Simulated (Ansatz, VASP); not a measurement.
## Two plane-wave programs on Ni3Hg

```
Hg Ni
1.0
     3.66846    0.00000    0.00000
     0.00000    3.66846    0.00000
     0.00000    0.00000    3.66846
Hg Ni
1 3
Direct
  0.00000 0.00000 0.00000
  0.50000 0.50000 0.00000
  0.50000 0.00000 0.50000
  0.00000 0.50000 0.50000
```

Change from the starting cell: volume scaled by 0.94.

Alike in both runs: task single point; functional PBE; k mesh 7 × 7 × 7; occupations fermi-dirac, width 0.05 eV; collinear spin, ferromagnetic start.

|  | VASP | Ansatz |
| --- | --- | --- |
| version | VASP 6.6.1 | Ansatz 0.2.0 |
| potentials or method | VASP PAW PBE potentials, release 64 (Hg, Ni) | Ansatz PAW |
| plane-wave cutoff (eV) | 520 | 420 |
| valence electrons in the cell | 42 | 74 |

VASP gave:

```
gap on the k mesh at the Fermi level (eV)                     : none
pressure (GPa)                                                : 13.8
net moment per atom (μB)                                      : 0.27
size of the moment on the site where the two differ most (μB) : 0.36
```

Question: Estimate Ansatz's values.

Answer: gap on the k mesh at the Fermi level (eV): none; pressure (GPa): 12.6; net moment per atom (μB): 0.27; size of the moment on the site where the two differ most (μB): 0.38.

Site moments also hang on the region over which each program counts them. A gap of «none» marks a metal or a gap that the smearing closes. The two sets of potentials don't hold the same shells in valence.

The runs have no spin-orbit coupling, so splittings on Hg are missing.
